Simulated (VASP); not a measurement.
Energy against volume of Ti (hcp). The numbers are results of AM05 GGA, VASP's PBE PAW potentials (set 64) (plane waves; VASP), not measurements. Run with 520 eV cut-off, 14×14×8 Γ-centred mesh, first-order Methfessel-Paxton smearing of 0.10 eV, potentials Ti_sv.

Shape and ions are relaxed at each volume.

```csv
V (Å³/atom),E (eV/atom)
16.221,-8.10468
16.723,-8.11056
17.224,-8.10537
17.726,-8.09048
```

**Question.** Fit these four points and predict the energy of the run at 15.719 Å³/atom.

**Answer.** A cubic in V^(−2/3), the third-order Birch-Murnaghan form, passes through the four points with V0 = 16.73 Å³/atom and B0 = 118 GPa, and gives -8.0861 eV/atom there. The run gave -8.0861 eV/atom, +0.0 meV/atom from the fit; all five points give B0 = 118 GPa.

The compound is Ti in the hcp structure. It was relaxed first, which changed the volume by -5 %.
